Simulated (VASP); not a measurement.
An input for Quantum ESPRESSO's pw.x (written as the equivalent of a VASP run, and not itself run):

```
&CONTROL
  calculation = 'vc-relax'
  pseudo_dir = './pseudo'
  outdir = './out'
  tprnfor = .true.
  tstress = .true.
  nstep = 60
  forc_conv_thr = 0.00039
/
&SYSTEM
  ibrav = 0
  nat = 2
  ntyp = 2
  ecutwfc = 86
  occupations = 'smearing'
  smearing = 'methfessel-paxton'
  degauss = 0.00735
  input_dft = 'pbesol'
/
&ELECTRONS
  conv_thr = 7.3e-08
  electron_maxstep = 100
/
&IONS
/
&CELL
/
ATOMIC_SPECIES
  Zr 91.224 Zr.upf
  Se 78.971 Se.upf
CELL_PARAMETERS angstrom
     3.3159259    0.0000000    0.0000000
     0.0000000    3.3159259    0.0000000
     0.0000000    0.0000000    3.3159259
ATOMIC_POSITIONS crystal
  Zr   0.0000000  0.0000000  0.0000000
  Se   0.5000000  0.5000000  0.5000000
K_POINTS automatic
  10 10 10 0 0 0
```

Q: Write the VASP files for the same calculation (PBEsol).

A: Several could match; the one computed here: 
**POSCAR**
```
ZrSe
1.0
  3.3159259342   0.0000000000   0.0000000000
  0.0000000000   3.3159259342   0.0000000000
  0.0000000000   0.0000000000   3.3159259342
Zr Se
1 1
Direct
  0.0000000000   0.0000000000   0.0000000000
  0.5000000000   0.5000000000   0.5000000000
```

File KPOINTS:
```
Automatic mesh
0
Gamma
10 10 10
0 0 0
```

### INCAR
```
ALGO  =  Normal
EDIFF  =  1E-6
EDIFFG  =  -0.01
ENCUT  =  400
GGA  =  PS
IBRION  =  2
ISIF  =  3
ISMEAR  =  1
LASPH  =  T
LCHARG  =  F
LMAXMIX  =  4
LREAL  =  F
LWAVE  =  F
NELM  =  100
NSW  =  60
PREC  =  Accurate
SIGMA  =  0.1
SYSTEM  =  ZrSe
```

POTCAR, in this order: Zr_sv Se (PBE.64 set). Program: vasp_std.

The two are equivalent in intent, not identical: the potentials are each code's own (VASP's PAW set, PseudoDojo norm-conserving files in pw.x), so ENCUT and ecutwfc are chosen apart and not converted; conv_thr bounds pw.x's estimated SCF error, while EDIFF bounds the energy change between steps; forc_conv_thr acts on force components and is met together with etot_conv_thr.

The structure was generated: ZrSe was put into the CsCl type type (Pm-3m), which need not be its known phase. It was relaxed first, which changed the volume by -35 %. The start is the result of an earlier pass.
